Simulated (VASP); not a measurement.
Here is the system:

```yaml
crystal:
  lattice:
    - [0.00000, 2.45125, 2.45125]
    - [2.45125, 0.00000, 2.45125]
    - [2.45125, 2.45125, 0.00000]
  atoms:
    - { symbol: Gd, position: [0.00000, 0.00000, 0.00000] }
    - { symbol: N, position: [0.50000, 0.50000, 0.50000] }
```

Computed with optB86b-vdW, VASP's PBE PAW potentials (set 64) (plane waves; VASP). Numerical set-up: 520 eV cut-off, 13×13×13 Γ-centred mesh, first-order Methfessel-Paxton smearing of 0.10 eV, potentials Gd_3 N.

The 4f electrons are frozen in the core of the lanthanide potential, so 4f levels, which can set the real gap, and their magnetism are missing.

Task: Give the stress tensor in GPa (positive for a compressed cell).

Result: 
```
5.31  0.00  0.00
0.00  5.31  0.00
0.00  0.00  5.31
```
The pressure is its mean diagonal, 5.31 GPa.

The compound is GdN in the rock salt structure. This cell is one point of a volume scan, at 0.97 of the reference volume.
